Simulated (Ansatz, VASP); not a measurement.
One calculation of CsAs, two programs

Contents of INCAR:

```
ALGO = Fast
EDIFF = 1E-6
ENCUT = 520
GGA = PE
ISIF = 2
ISMEAR = -1
LASPH = T
LCHARG = F
LREAL = F
LWAVE = F
NELM = 60
PREC = Accurate
SIGMA = 0.05
```

File KPOINTS:

```
k-points
0
Gamma
  6 6 6
```

Contents of POSCAR:

```
CsAs
1.0
    4.1231424000      0.0000000000      0.0000000000
    0.0000000000      4.2949400000      0.0000000000
    0.0000000000      0.0000000000      4.2949400000
Cs As
1 1
Direct
    0.0000000000      0.0000000000      0.0000000000
    0.5000000000      0.5000000000      0.5000000000
```

Contents of input.yaml:

```yaml
crystal:
  lattice:
    - [4.1231424, 0.0, 0.0]
    - [0.0, 4.29494, 0.0]
    - [0.0, 0.0, 4.29494]
  atoms:
    - { symbol: Cs, position: [0.0, 0.0, 0.0] }
    - { symbol: As, position: [0.5, 0.5, 0.5] }
hamiltonian:
  xc: pbe
  pseudopotentials: { kind: paw }
kpoints:
  mp_grid: { grid: [6, 6, 6] }
scf:
  occupations: { method: fermi_dirac, width: 0.05 }
output:
  forces: true
  stress: true
  eigenvalues: true
  write_density: true
  write_potential: true
  elf: true
  volumetric_format: npy
```

Change from the starting cell: strain = -0.04.

Alike in both runs: task single point; functional PBE; k mesh 6 × 6 × 6; occupations fermi-dirac, width 0.05 eV; no spin polarisation.

```csv
,VASP,Ansatz
version,VASP 6.6.1,Ansatz 0.2.0
potentials or method,"VASP PAW PBE potentials, release 64 (Cs_sv, As)",Ansatz PAW
plane-wave cutoff (eV),520,420
valence electrons in the cell,14,24
```

```csv
,VASP,Ansatz,Ansatz less VASP
gap on the k mesh at the Fermi level (eV),none,none,-
pressure (GPa),0.6,0.6,-0.06
largest component of the traceless stress (GPa),0.57,0.57,-0.003
```

A gap of «none» marks a metal or a gap that the smearing closes. The two sets of potentials don't hold the same shells in valence.

The runs have no spin-orbit coupling, so splittings on Cs are missing.
